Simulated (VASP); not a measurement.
VASP ran on this input.

**KPOINTS**
```
Automatic mesh
0
Gamma
17 17 17
0 0 0
```

**INCAR**
```
ISMEAR = -5   # tetrahedra, Bloechl
SYSTEM = Au
ENCUT = 400   # plane-wave cut-off (eV)
LORBIT = 11
LASPH = T   # aspherical one-centre terms
ISIF = 2   # forces and stress, cell fixed
NEDOS = 601
EDIFF = 1E-7
LMAXMIX = 6   # l cut-off of mixed one-centre charges
LWAVE = F
PREC = Accurate
LREAL = F   # projection in real space or not
LCHARG = T
NELM = 100   # most electronic steps
ALGO = Normal   # blocked Davidson
```

### POSCAR
```
Au
1
    0.0000000000     2.0260051963     2.0260051963
    2.0260051963     0.0000000000     2.0260051963
    2.0260051963     2.0260051963     0.0000000000
Au
1
Direct
  0.0000000000   0.0000000000   0.0000000000
```

POTCAR, in this order: Au (LDA.64 set). Program: vasp_std.

**Question.** Write an equivalent input for Ansatz.

**Answer.** One equivalent input (not run):
Ansatz 0.2 input:
```yaml
crystal:
  lattice:
    - [0.0000000, 2.0260052, 2.0260052]
    - [2.0260052, 0.0000000, 2.0260052]
    - [2.0260052, 2.0260052, 0.0000000]
  atoms:
    - { symbol: Au, position: [0.0000000, 0.0000000, 0.0000000] }
kpoints:
  mp_grid: { grid: [17, 17, 17] }
hamiltonian:
  xc: lda
  pseudopotentials: { kind: paw }
scf:
  occupations: { method: tetrahedron }
  max_iter: 100
output: { forces: true, stress: true, eigenvalues: true }
```
The two are equivalent in intent, not identical: each code has its own PAW files, so the cut-off isn't converted (ENCUT is set for VASP's; basis.ecutwfc is left out, and Ansatz then takes the one that its files recommend); Ansatz stops its SCF on the density residual and VASP on the energy change (EDIFF); Ansatz's lda is the Perdew-Wang form, while the LDA potentials of VASP carry Perdew-Zunger's.

The compound is Au in the fcc structure. It was relaxed first.
